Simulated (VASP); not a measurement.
Wanted: the native input for a VASP 6.6.1 run.

- Task: single point
- Functional: PBE
- Potentials or basis: VASP PAW PBE potentials, release 64 (Sb, Ti_sv, Mg)
- Cutoff: 520 eV
- k mesh: 5 × 5 × 5
- Occupations: fermi-dirac, width 0.05 eV
- Spin: no spin polarisation
- Further INCAR settings: ALGO = Normal; EDIFF = 1e-07; NBANDS = 24

The structure of Mg6TiSb lies in POSCAR:

```
Mg6TiSb
1.0
    5.0511570000      0.0000000000      0.0000000000
    0.0000000000      3.2003705000      5.3689495000
    0.0000000000     -3.2003705000      5.3689495000
Sb Ti Mg
1 1 6
Direct
    0.0000000000      0.3257160000      0.3257160000
    0.5000000000      0.1689090000      0.1689090000
    0.0000000000      0.8334250000      0.8334250000
    0.0000000000      0.3317970000      0.8365510000
    0.0000000000      0.8365510000      0.3317970000
    0.5000000000      0.6649700000      0.6649700000
    0.5000000000      0.1628120000      0.6758200000
    0.5000000000      0.6758200000      0.1628120000
```

The cell comes from a database or a generator and needn't be the stable form of this composition.

The input as run:

INCAR

```
SYSTEM = Mg6TiSb
PREC = Accurate
ENCUT = 520
EDIFF = 1E-7
ISMEAR = -1
SIGMA = 0.05
LREAL = .False.
LASPH = .True.
NELM = 80
ALGO = Normal
ISIF = 2
LWAVE = .False.
LCHARG = .False.
GGA = PE
NBANDS = 24
```

KPOINTS

```
Automatic mesh
0
Gamma
  5 5 5
  0 0 0
```

Potentials or basis: VASP PAW PBE potentials, release 64 (Sb, Ti_sv, Mg).

Launch:

```console
$ cat potpaw_PBE.64/Sb/POTCAR potpaw_PBE.64/Ti_sv/POTCAR potpaw_PBE.64/Mg/POTCAR > POTCAR
$ mpirun -np 1 vasp_std > vasp.out
```

It gave:

```
Pressure               : -0.1 GPa
Largest force          : 0.079 eV/Å
Band gap on the k mesh : none (metal or under the smearing width)
```

Wall time 82 s on 1 thread of AMD EPYC 9R45 96-Core Processor (Zen 5), with other jobs on the host, peak memory 0.33 GiB.
